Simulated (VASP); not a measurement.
Computed with PBE GGA, VASP's PBE PAW potentials (set 64) (plane waves; VASP).

VASP ran on this input.

**INCAR**
```
SYSTEM = ZrO2
PREC = Accurate
ENCUT = 400
EDIFF = 1E-6
NELM = 100
ALGO = Normal
LREAL = .FALSE.
LASPH = .TRUE.
ISMEAR = 0
SIGMA = 0.01
GGA = PE
LMAXMIX = 4
LWAVE = .FALSE.
LCHARG = .FALSE.
ISIF = 2
```

File POSCAR:
```
ZrO2
1
    3.5634480000     0.0000000000     0.0000000000
    0.0000000000     3.5634480000     0.0000000000
    0.0000000000     0.0000000000     5.1718630000
Zr O
2 4
Direct
  0.0000000000   0.0000000000   0.0000000000
  0.5000000000   0.5000000000   0.5000000000
  0.0000000000   0.5000000000   0.3017700000
  0.0000000000   0.5000000000   0.8017700000
  0.5000000000   0.0000000000   0.1982300000
  0.5000000000   0.0000000000   0.6982300000
```

**KPOINTS**
```
Automatic mesh
0
gamma
 2 2 1
0 0 0
```

POTCAR, in this order: Zr_sv O (PBE.64 set). Program: vasp_std.

At this cut-off the stress carries a Pulay error, which pulls relaxed volumes low. Gaps are read on the run's mesh, which can miss a band edge.

### Question
Predict the energy per atom (σ→0), pressure, largest force, band gap (on the k-mesh).

### Answer

The energy per atom (σ→0) is -9412 meV/atom, the band gap (on the k-mesh) is 4.20 eV and the pressure is 8.55 GPa. The largest force is 0.055 eV/Å.

**OSZICAR**
```
...
DAV:   8    -0.564798473893E+02    0.40859E-02   -0.45448E-01   216   0.485E+00    0.103E+00
DAV:   9    -0.564728931064E+02    0.69543E-02   -0.12673E-01   188   0.192E+00    0.535E-01
DAV:  10    -0.564735673532E+02   -0.67425E-03   -0.33548E-02   196   0.136E+00    0.361E-01
DAV:  11    -0.564730015188E+02    0.56583E-03   -0.54658E-03   180   0.522E-01    0.988E-02
DAV:  12    -0.564730173834E+02   -0.15865E-04   -0.29291E-04   224   0.114E-01    0.337E-02
DAV:  13    -0.564730248012E+02   -0.74178E-05   -0.23354E-05   204   0.353E-02    0.383E-03
DAV:  14    -0.564730255782E+02   -0.77696E-06   -0.11284E-06   124   0.796E-03
   1 F= -.56473026E+02 E0= -.56473026E+02  d E =-.378075E-18
```

The structure comes from a computed database's ZrO2 entry (P4_2/nmc); how it stands against other phases isn't given here. The cell was not relaxed at this level. The k-mesh is coarse (spacing up to 1.21 per Å, 2π included), so the numbers may not be converged in it. The run is one of a series of settings (KPOINTS 2×2×1 Γ-centred mesh against the base run), some of them coarse on purpose.
